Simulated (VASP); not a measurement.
Wanted: the native input for a VASP 6.6.1 run.

| Property | Result |
| --- | --- |
| Task | single point |
| Functional | PBE |
| Potentials or basis | VASP PAW PBE potentials, release 64 (O, H, S) |
| Cutoff | 520 eV |
| k mesh | 1 × 1 × 1 |
| Occupations | fermi-dirac, width 0.02 eV |
| Spin | no spin polarisation |
| Dipole correction | no |
| Further INCAR settings | LREAL = Auto; ALGO = Normal; EDIFF = 1e-06; NBANDS = 33 |

The structure of H10SO4 lies in POSCAR:

```
H10SO4
1.0
    5.6462160000      0.0000000000      0.0000000000
    0.0000000000      5.6462160000      0.0000000000
    0.0000000000      0.0000000000      5.6462160000
O H S
4 10 1
Direct
    0.7410449760      0.5742607084      0.0458005857
    0.3625968259      0.1979024536      0.6784189624
    0.7965334660      0.2437561723      0.4139586583
    0.0592609280      0.0580920036      0.0366440108
    0.8238615030      0.6760811134     -0.0783356499
    0.5795740014      0.6307055911      0.0388578829
    0.5295050703      0.1467354419      0.6242056627
    0.2760787047      0.0468809553      0.6190517685
    0.7843483140      0.3953089999      0.3069135152
    0.9044464470      0.1358077693      0.3360126499
    0.2031980356      0.1016432953     -0.0555062010
   -0.0428074307      0.1916681898     -0.0211114842
    0.3775094683      0.7115916217      0.5263170945
    0.1900919129      0.4628586650      0.3401215965
    0.2836235808      0.6624613724      0.3127404265
```

The cell was built by a generator and needn't be a form met in nature.

One way to write it, as run:

INCAR

```
SYSTEM = H10SO4
  ALGO = Normal
  EDIFF = 1E-6
  ENCUT = 520
  GGA = PE
  ISIF = 2
  ISMEAR = -1
  LASPH = .True.
  LCHARG = .False.
  LREAL = Auto
  LWAVE = .False.
  NBANDS = 33
  NELM = 60
  PREC = Accurate
  SIGMA = 0.02
```

KPOINTS

```
k-points
0
Gamma
  1 1 1
  0 0 0
```

Potentials or basis: VASP PAW PBE potentials, release 64 (O, H, S).

Launch:

```sh
$ cat potpaw_PBE.64/O/POTCAR potpaw_PBE.64/H/POTCAR potpaw_PBE.64/S/POTCAR > POTCAR
$ mpirun -np 1 vasp_gam > vasp.out
```

It gave:

| Item | Value |
| --- | --- |
| Pressure | -0.2 GPa |
| Largest force | 3.536 eV/Å |
| Band gap on the k mesh | 3.51 eV, direct |

Wall time 17 s on 1 thread of AMD EPYC 7R13 Processor (Zen 3) (shared host), peak memory 0.2 GiB.
